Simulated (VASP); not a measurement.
Given:

```yaml
crystal:
  lattice:
    - [4.55420, 0.00000, 0.00000]
    - [-2.27710, 3.94406, 0.00000]
    - [0.00000, 0.00000, 7.45874]
  atoms:
    - { symbol: Tb, position: [0.66667, 0.33333, 0.00000] }
    - { symbol: Tb, position: [0.33333, 0.66667, 0.50000] }
    - { symbol: As, position: [0.66667, 0.33333, 0.62520] }
    - { symbol: As, position: [0.33333, 0.66667, 0.12520] }
```

All values below come from PBE GGA, VASP's PBE PAW potentials (set 64) (plane waves; VASP). Run with 400 eV cut-off, 5×5×3 Γ-centred mesh, Gaussian smearing of 0.050 eV, potentials Tb_3 As.

The 4f electrons are frozen in the core of the lanthanide potential, so 4f levels, which can set the real gap, and their magnetism are missing.

Problem. What does the run give for the energy per atom (σ→0)?

Solution. 
energy per atom (σ→0): -5.660 eV/atom

Total energies compare only between runs with the same potentials, cut-off and functional.

The structure was generated: TbAs was put into the wurtzite type (P6_3mc), which need not be its known phase. The cell was not relaxed at this level.
